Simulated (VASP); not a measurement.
Input:

```yaml
crystal:
  lattice:
    - [4.46752, 0.00000, 0.00000]
    - [0.00000, 4.46752, 0.00000]
    - [0.00000, 0.00000, 2.98408]
  atoms:
    - { symbol: Mg, position: [0.00000, 0.00000, 0.00000] }
    - { symbol: Mg, position: [0.50000, 0.50000, 0.50000] }
    - { symbol: H, position: [0.30449, 0.30449, 0.00000] }
    - { symbol: H, position: [0.80449, 0.19551, 0.50000] }
    - { symbol: H, position: [0.19551, 0.80449, 0.50000] }
    - { symbol: H, position: [0.69551, 0.69551, 0.00000] }
```

Computed with r2SCAN+rVV10, VASP's PBE PAW potentials (set 64) (plane waves; VASP). Numerical set-up: 520 eV cut-off, 6×6×8 Γ-centred mesh, tetrahedra with Blöchl corrections, potentials Mg H.

The path is coarsely sampled, so an indirect gap can come out somewhat too large.

Question: What does the run give for the energy per atom (σ→0), band gap (over mesh and band path) with the smallest direct gap where there is one?

Answer: 
| Property | Result |
|---|---|
| band gap (over mesh and band path) | 4.36 eV |
| smallest direct gap (over mesh and band path) | 5.25 eV |
| energy per atom (σ→0) | -3.896 eV/atom |

Total energies compare only between runs with the same potentials, cut-off and functional.

The compound is MgH2 in the rutile structure. It was relaxed first.
